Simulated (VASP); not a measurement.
Level of theory: RPBE GGA, VASP's PBE PAW potentials (set 64) (plane waves; VASP).

Input for VASP

INCAR:
```
IBRION=2   # conjugate gradients
LWAVE=.FALSE.
NELM=100   # most electronic steps
ALGO=Normal
NSW=30   # most ionic steps
PREC=Accurate
ISMEAR=0
LREAL=.FALSE.
ISIF=4   # ions and shape, fixed volume
LCHARG=.FALSE.
LASPH=.TRUE.   # aspherical one-centre terms
SIGMA=0.05
EDIFF=1E-7
EDIFFG=-0.01
ENCUT=520
SYSTEM=MgH2
GGA=RP
```

File POSCAR:
```
MgH2
1.0
  4.4644840830   0.0000000000   0.0000000000
  0.0000000000   4.4644840830   0.0000000000
  0.0000000000   0.0000000000   2.9761535672
Mg H
2 4
Cart
  0.0000000000   0.0000000000   0.0000000000
  2.2322420415   2.2322420415   1.4880767836
  1.3588107800   1.3588107800   0.0000000000
  3.5910528215   0.8734312615   1.4880767836
  0.8734312615   3.5910528215   1.4880767836
  3.1056733030   3.1056733030   0.0000000000
```

KPOINTS:
```
Automatic mesh
0
Gamma
5 5 7
0 0 0
```

POTCAR, in this order: Mg H (PBE.64 set). Program: vasp_std.

Task: What will the output report for the number of irreducible k-points (NKPTS), largest plane-wave count, number of space-group operations, FFT grid (NGX, NGY, NGZ)?

Result: 
- number of irreducible k-points (NKPTS): 24
- largest plane-wave count: 1615
- number of space-group operations: 16
- FFT grid (NGX, NGY, NGZ): 36 × 36 × 24

The compound is MgH2 in the rutile structure. This cell is one point of a volume scan, at 0.94 of the reference volume. Symmetry was kept, so distortions that lower it aren't found.
